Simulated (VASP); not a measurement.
Consider the following.

```xyz
4
Lattice="3.4685 0.0000 0.0000 0.0000 3.4685 0.0000 0.0000 0.0000 3.4685" Properties=species:S:1:pos:R:3 pbc="T T T"
Si     0.0000     0.0000     0.0000
Ni     0.0000     1.7343     1.7343
Ni     1.7343     0.0000     1.7343
Ni     1.7343     1.7343     0.0000
```

The numbers are results of TPSS meta-GGA, VASP's PBE PAW potentials (set 64) (plane waves; VASP), not measurements. Numerical set-up: 520 eV cut-off, 10×10×10 Γ-centred mesh, tetrahedra with Blöchl corrections, potentials Si Ni.

Question: What does the run give for the energy per atom (σ→0), band gap (over mesh and band path) with the smallest direct gap where there is one?

Answer: 
```json
{
  "band gap (over mesh and band path)": "none (metal, semimetal or under 0.01 eV)",
  "energy per atom (σ→0)": "-12.943 eV/atom"
}
```

Only differences to runs with the same potentials and settings are physical.

The compound is Ni3Si in the L1_2 structure. It was relaxed first. The run is not spin-polarised, so no magnetic state was tried.
